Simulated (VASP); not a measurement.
A run of VASP 6.6.1 is set up as follows.

INCAR

```
ALGO = Normal ; EDIFF = 1E-6
ENCUT = 520 ; GGA = PS
ISIF = 2 ; ISMEAR = 0
ISPIN = 2 ; LASPH = T
LCHARG = F ; LDAU = T
LDAUJ = 0 0 ; LDAUL = 3 -1
LDAUPRINT = 1 ; LDAUTYPE = 2
LDAUU = 5 0 ; LMAXMIX = 6
LORBIT = 11 ; LREAL = F
LWAVE = F ; MAGMOM = 1.41 0
NELM = 150 ; PREC = Accurate
SIGMA = 0.05
```

Contents of KPOINTS:

```
k-points
0
Gamma
  5 5 5
```

Contents of POSCAR:

```
PmTe
1.0
    3.7629149800      0.0000000000      0.0000000000
    0.0000000000      3.7629149800      0.0000000000
    0.0000000000      0.0000000000      3.7629149800
Pm Te
1 1
Direct
    0.0000000000      0.0000000000      0.0000000000
    0.5000000000      0.5000000000      0.5000000000
```

Potentials or basis: VASP PAW PBE potentials, release 64 (Pm, Te).

Launch:

```bash
$ cat potpaw_PBE.64/Pm/POTCAR potpaw_PBE.64/Te/POTCAR > POTCAR
$ mpirun -np 1 vasp_std > vasp.out
```

(1) Estimate the band gap on the k mesh.

(2) What does it give for the site moments?

Answers

(1) none (metal or under the smearing width).

(2) Pm +4.58; Te -0.08 μB.

Caveat: the magnetic or orbital state may not be the lowest; spin-orbit coupling is left out, which moves the levels of the heavy elements; the U is typed as a test and isn't derived for this compound.
